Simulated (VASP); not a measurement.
Data:

```
MgO
1.0
    0.00000     2.11091     2.11091
    2.11091     0.00000     2.11091
    2.11091     2.11091     0.00000
Mg O
1 1
Direct
  0.00000   0.00000   0.00000
  0.50000   0.50000   0.50000
```

Level of theory: rev-vdW-DF2, VASP's PBE PAW potentials (set 64) (plane waves; VASP 6.6.1). Settings: 520 eV cut-off, Gaussian smearing of 0.050 eV, potentials Mg O.

Problem. Give the energies of bands 2 to 5 at the high-symmetry points, in eV from the valence-band maximum.

Solution. 
```tsv
band	Γ	X	U	L	W
2	0.00	-4.04	-3.46	-4.57	-2.93
3	0.00	-1.34	-2.68	-0.65	-2.93
4	0.00	-1.34	-1.14	-0.65	-1.75
5	4.76	9.17	10.11	7.92	11.65
```

The gap is direct, 4.76 eV, from the valence maximum at Γ to the conduction minimum at Γ.

Measured: gap 8.36 eV (computed value off by -3.60 eV), as given by Wei Chen et al., Physical Review Materials (2018), doi:10.1103/physrevmaterials.2.073803 [zero-point renormalisation of 0.53 eV added back (the table's ZPR column)].

The compound is MgO in the rock salt structure. It was relaxed first.
